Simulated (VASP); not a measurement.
These are LDA (Ceperley-Alder, Perdew-Zunger), VASP's LDA PAW potentials (set 64) (plane waves; VASP) values and carry that method's errors.

Input for VASP

File POSCAR:
```
Be
1
    1.1450000000    -1.9831980000     0.0000000000
    1.1450000000     1.9831980000     0.0000000000
    0.0000000000     0.0000000000     3.5800000000
Be
2
Direct
  0.3333330000   0.6666670000   0.2500000000
  0.6666670000   0.3333330000   0.7500000000
```

**INCAR**
```
SYSTEM = Be
PREC = Accurate
ENCUT = 300
EDIFF = 1E-6
NELM = 100
ALGO = Normal
LREAL = .FALSE.
LASPH = .TRUE.
ISMEAR = -1
SIGMA = 0.1
LWAVE = .FALSE.
LCHARG = .FALSE.
ISIF = 2
```

### KPOINTS
```
Automatic
0
Gamma
11 11 6
```

POTCAR, in this order: Be (LDA.64 set). Program: vasp_std.

At this cut-off the stress carries a Pulay error, which pulls relaxed volumes low.

### Question
Estimate the energy per atom (σ→0), pressure, band gap (on the k-mesh).

### Answer

```json
{
  "energy per atom (σ→0)": "-4.185 eV/atom",
  "band gap (on the k-mesh)": "none (metal, semimetal or under 0.01 eV)",
  "pressure": "-8.13 GPa"
}
```

### OSZICAR
```
...
DAV:   3    -0.842011437157E+01   -0.10001E-01   -0.99988E-02   996   0.230E+00
DAV:   4    -0.842011623483E+01   -0.18633E-05   -0.18641E-05  1038   0.321E-02
DAV:   5    -0.842011623593E+01   -0.10949E-08   -0.97183E-09  1020   0.441E-04    0.120E+00
DAV:   6    -0.838935983982E+01    0.30756E-01   -0.22026E-03   834   0.393E-01    0.722E-01
DAV:   7    -0.837483927190E+01    0.14521E-01   -0.38438E-03   888   0.501E-01    0.173E-02
DAV:   8    -0.837483266664E+01    0.66053E-05   -0.92848E-06  1122   0.315E-02    0.484E-03
DAV:   9    -0.837483188814E+01    0.77850E-06   -0.42003E-07   684   0.700E-03
   1 F= -.83748319E+01 E0= -.83708540E+01  d E =-.795575E-02
```

The structure is a typed Be crystal (P6_3/mmc). The cell was not relaxed at this level. The run is one of a series of settings (GGA removed, POTCAR Be (LDA.64 set) against the base run), some of them coarse on purpose.
